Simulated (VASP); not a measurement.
Here is the system:

```
CELL_PARAMETERS angstrom
     -1.63353     1.63353     3.98469
      1.63353    -1.63353     3.98469
      1.63353     1.63353    -3.98469
ATOMIC_POSITIONS crystal
  Si 0.66457 0.66457 0.00000
  Si 0.33543 0.33543 0.00000
  Mo 0.00000 0.00000 0.00000
```

Calculation: PBE GGA, VASP's PBE PAW potentials (set 64) (plane waves; VASP). Run with 180 eV cut-off, 3×3×3 Γ-centred mesh shifted by (0.5, 0.5, 0.5), first-order Methfessel-Paxton smearing of 0.50 eV, potentials Si Mo_sv.

At this cut-off the stress carries a Pulay error, which pulls relaxed volumes low.  Energy and stress use the plane-wave basis of the starting cell.

Problem. The ions, cell shape and volume are relaxed. Which structure does the run end with?

Solution. 
```
CELL_PARAMETERS angstrom
     -1.55124     1.55124     3.77065
      1.55124    -1.55124     3.77065
      1.55124     1.55124    -3.77065
ATOMIC_POSITIONS crystal
  Si 0.66635 0.66635 0.00000
  Si 0.33365 0.33365 0.00000
  Mo 0.00000 0.00000 0.00000
```
Space group I4/mmm (139), at a tolerance of 0.03 Å.

Problem. How do energy and volume change from the first to the last step?

Solution. The energy (σ→0) changes by -477.6 meV/atom and the volume by -14.7 %, in 10 ionic steps.

The structure comes from a computed database's Si2Mo entry; how it stands against other phases isn't given here. This run relaxes it. Symmetry was kept, so distortions that lower it aren't found. The k-mesh is coarse (spacing up to 0.95 per Å, 2π included), so the numbers may not be converged in it. The run is one of a series of settings (EDIFFG = -0.01, ENCUT = 180, IBRION = 2, ISIF = 3, ISMEAR = 1, NSW = 50, SIGMA = 0.5, KPOINTS 3×3×3 Γ-centred mesh shifted by (0.5, 0.5, 0.5) against the base run), some of them coarse on purpose.
